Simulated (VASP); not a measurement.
# PdC18 in VASP: notebook, part 2 of 2

VASP 6.6.1. The steps go on from the part before.

## Step 4: Single point, PBE

INCAR

```
  ALGO = Fast
  EDIFF = 1E-6
  ENCUT = 520
  GGA = PE
  ISIF = 2
  ISMEAR = 0
  LASPH = True
  LCHARG = True
  LELF = True
  LREAL = Auto
  LVHAR = True
  LWAVE = False
  NBANDS = 56
  NELM = 100
  PREC = Accurate
  SIGMA = 0.05
```

KPOINTS

```
k-points
0
Gamma
  2 2 1
```

POSCAR

```
PdC18
1.0
    7.3980000000      0.0000000000      0.0000000000
   -3.6990000000      6.4068560000      0.0000000000
    0.0000000000      0.0000000000     11.0000000000
C Pd
18 1
Direct
   -0.0013619961     -0.0037553521      0.0983212727
    0.2232416457      0.1086011610      0.0928876364
   -0.0015460585      0.3314185616      0.0917819091
    0.2207998726      0.4410609510      0.0876946364
   -0.0018625633      0.6628396206      0.0892290909
    0.2208028543      0.7740782687      0.0880310000
    0.3320475832     -0.0032527655      0.0892371818
    0.5541496910      0.1073323640      0.0896424545
    0.3318326181      0.3309785642      0.0888908182
    0.5540715220      0.4408110624      0.0885539091
    0.3312379660      0.6636492220      0.0863820000
    0.5538209269      0.7740817025      0.0876991818
    0.6634688548     -0.0035653993      0.0917870000
    0.8864968273      0.1083859228      0.0989094545
    0.6647006626      0.3301861319      0.0899513636
    0.8875474370      0.4407309919      0.0896383636
    0.6639099958      0.6630532979      0.0888850909
    0.8862783847      0.7716376020      0.0928718182
    0.9826127456      1.0124282487      0.2868786364
```

Potentials or basis: VASP PAW PBE potentials, release 64 (C, Pd).

Launch:

```
$ cat potpaw_PBE.64/C/POTCAR potpaw_PBE.64/Pd/POTCAR > POTCAR
$ mpirun -np 1 vasp_std > vasp.out
```

OUTCAR:

```text
EDIFF = 1E-6
   ENCUT = 520
   GGA = PE
   ISIF = 2
   ISMEAR = 0
   LASPH = True
   LREAL = Auto
   NELM = 100
   PREC = Accurate

 ion  position               nearest neighbor table
   1  0.999  0.996  0.098-  14 1.44   2 1.44  18 1.44  19 2.08
   2  0.223  0.109  0.093-   7 1.41   9 1.43   1 1.44  19 2.64
   3  0.998  0.331  0.092-  16 1.41   4 1.43  14 1.43
   4  0.221  0.441  0.088-   9 1.42   3 1.43  11 1.43
   5  0.998  0.663  0.089-  18 1.41  16 1.42   6 1.43
   6  0.221  0.774  0.088-  11 1.42   5 1.43   7 1.43
   7  0.332  0.997  0.089-   2 1.41   8 1.42   6 1.43
   8  0.554  0.107  0.090-  13 1.41   7 1.42  15 1.43
[... 450 lines left out ...]
  Total        3.1524197      5.6392783     -0.0128240      2.1307376      0.1369037     -0.2492413
  in kB        9.6872976     17.3293444     -0.0394078      6.5476969      0.4207013     -0.7659115
  external PRESSURE =       8.9924114 kB  Pullay stress =       0.0000000 kB

 VOLUME and BASIS-vectors are now :
 -----------------------------------------------------------------------------
  energy-cutoff  :      520.00
  volume of cell :      521.38
      direct lattice vectors                 reciprocal lattice vectors
     7.398000000  0.000000000  0.000000000     0.135171668  0.078041398  0.000000000
    -3.699000000  6.406856000  0.000000000     0.000000000  0.156082796  0.000000000
     0.000000000  0.000000000 11.000000000     0.000000000  0.000000000  0.090909091

 POSITION                                       TOTAL-FORCE (eV/Angst)
 -----------------------------------------------------------------------------------
      3.70282      6.38280      1.08153         0.035664     -0.016502     -0.026597
      1.24983      0.69579      1.02176         0.015237     -0.007876     -0.010084
      6.16064      2.12335      1.00960         0.045037     -0.001760      0.009057
      0.00199      2.82581      0.96464         0.001578     -0.001245      0.000490
      4.93238      4.24672      0.98152         0.003321      0.002277     -0.008862
     -1.22982      4.95941      0.96834        -0.023798      0.017561     -0.002943
[... 11 lines left out ...]
      3.70240      4.94377      1.02159         0.015554     -0.010369     -0.008600
      7.22340      0.07963      3.15567        -0.111064      0.064799      0.040246
 -----------------------------------------------------------------------------------
    total drift:                               -0.013988     -0.024182      0.009141

  FREE ENERGIE OF THE ION-ELECTRON SYSTEM (eV)
  ---------------------------------------------------
  free  energy   TOTEN  =      -168.2371945953 eV

  energy  without entropy=     -168.2252272372  energy(sigma->0) =     -168.23121092
```

Wall time 2.6 min (1 thread of AMD EPYC 9R45 (Zen 5), shared host); peak memory 0.55 GiB.

Results:

- Free energy: -168.2372 eV
- Largest force: 0.135 eV/Å
- Band gap on the k mesh: 0.04 eV, direct

Forces in eV/Å, atoms in the order of the input:
```
C    0.036 -0.017 -0.027
C    0.015 -0.008 -0.010
C    0.045 -0.002  0.009
C    0.002 -0.001  0.000
C    0.003  0.002 -0.009
C   -0.024  0.018 -0.003
C   -0.004  0.005 -0.010
C   -0.036  0.009  0.001
C    0.016 -0.009 -0.015
C    0.002 -0.008 -0.007
C    0.031 -0.023  0.002
C    0.002  0.001 -0.002
C    0.026 -0.029  0.008
C    0.002 -0.005  0.041
C   -0.009  0.005  0.003
C   -0.024  0.023  0.001
C    0.013 -0.015 -0.014
C    0.016 -0.010 -0.009
Pd  -0.111  0.065  0.040
```

Levels at points of the mesh, in eV from the valence-band top:
```csv
k point,band 39,band 40,band 41,band 42,band 43,band 44
"(0.00, 0.00, 0.00)",-1.48,-0.12,0.00,0.04,0.16,0.85
"(0.50, 0.00, 0.00)",-1.48,-1.28,-1.15,0.90,1.60,2.33
"(0.00, 0.50, 0.00)",-1.48,-1.28,-1.15,0.90,1.60,2.33
"(0.50, 0.50, 0.00)",-1.38,-1.25,-1.21,0.86,1.54,2.32
```

Caveat: the k mesh is coarse (spacing up to 0.49 Å⁻¹), so the values aren't converged.

## Step 5: Single point, PBE

INCAR

```
SYSTEM = PdC18
PREC     = Accurate       ! precision mode
ENCUT    = 520            ! plane-wave cutoff, eV
EDIFF    = 1E-6           ! SCF threshold, eV
ISMEAR   = 0              ! smearing method
SIGMA    = 0.05           ! smearing width, eV
LREAL    = Auto         
LASPH    = .TRUE.         ! aspherical terms in the spheres
NELM     = 80             ! most SCF steps
ALGO     = Normal         ! electronic algorithm
ISIF     = 2              ! what is computed and relaxed
LWAVE    = .FALSE.        ! write WAVECAR
LCHARG   = .FALSE.        ! write CHGCAR
GGA      = PE             ! functional
NBANDS   = 56             ! bands
```

KPOINTS

```
regular mesh
0
G
  2 2 1
  0 0 0
```

POSCAR

```
PdC18
1.0
    7.3980000000      0.0000000000      0.0000000000
   -3.6990000000      6.4068560000      0.0000000000
    0.0000000000      0.0000000000     11.0000000000
C Pd
18 1
Direct
   -0.0006443701     -0.0027726548      0.0971827273
    0.2241287235      0.1095659088      0.0942800000
   -0.0000762574      0.3314227759      0.0900617273
    0.2215215535      0.4415089086      0.0877392727
   -0.0003902047      0.6629132916      0.0900081818
    0.2219257421      0.7746576480      0.0879873636
    0.3336745460     -0.0030272258      0.0900176364
    0.5547650429      0.1079182988      0.0893729091
    0.3332524397      0.3311588398      0.0899598182
    0.5551114445      0.4414716048      0.0894631818
    0.3326452279      0.6639446868      0.0863457273
    0.5550705091      0.7750601855      0.0877434545
    0.6651616059     -0.0033364259      0.0900647273
    0.8873491643      0.1092336085      0.0946600000
    0.6659770275      0.3306109892      0.0899045455
    0.8886588556      0.4418151430      0.0893698182
    0.6654302553      0.6633325300      0.0899537273
    0.8870139408      0.7724490764      0.0942609091
    1.0022821276      0.9945147823      0.2861698182
```

Launch:

```
$ cat potpaw_PBE.64/C/POTCAR potpaw_PBE.64/Pd/POTCAR > POTCAR
$ mpirun -np 1 vasp_std > vasp.out
```

Run time: 2.7 min. Hardware: 1 thread of AMD EPYC 9R45 (Zen 5), shared host; peak memory 0.52 GiB.

The run converged. Its results:

| Quantity | Value |
| --- | --- |
| Free energy | -168.2164 eV |
| Largest force | 0.064 eV/Å |
| Band gap on the k mesh | 0.02 eV, direct |

Forces in eV/Å, atoms in the order of the input:
```
C    0.003  0.002 -0.040
C   -0.005  0.025  0.002
C    0.022  0.008 -0.007
C   -0.017  0.004  0.000
C    0.013 -0.021 -0.007
C    0.010 -0.005 -0.001
C    0.032  0.007 -0.003
C   -0.029  0.001 -0.003
C    0.015 -0.015 -0.009
C   -0.007 -0.004 -0.001
C   -0.002 -0.003  0.004
C   -0.017  0.008 -0.002
C    0.003 -0.022 -0.004
C   -0.003  0.005  0.013
C    0.001  0.005  0.003
C   -0.013  0.023 -0.004
C    0.017 -0.015 -0.007
C   -0.021 -0.004  0.004
Pd  -0.002  0.001  0.064
```

Levels at points of the mesh, in eV from the valence-band top:
| k point | band 39 | band 40 | band 41 | band 42 | band 43 | band 44 |
| --- | --- | --- | --- | --- | --- | --- |
| (0.00, 0.00, 0.00) | -1.55 | -0.12 | 0.00 | 0.02 | 0.04 | 0.79 |
| (0.50, 0.00, 0.00) | -1.50 | -1.30 | -1.25 | 0.82 | 1.55 | 2.32 |
| (0.00, 0.50, 0.00) | -1.50 | -1.30 | -1.25 | 0.82 | 1.55 | 2.32 |
| (0.50, 0.50, 0.00) | -1.50 | -1.30 | -1.26 | 0.82 | 1.53 | 2.32 |

Caveat: the k mesh is coarse (spacing up to 0.49 Å⁻¹), so the values aren't converged. PBE gaps usually lie below the measured ones, often by a third to a half.
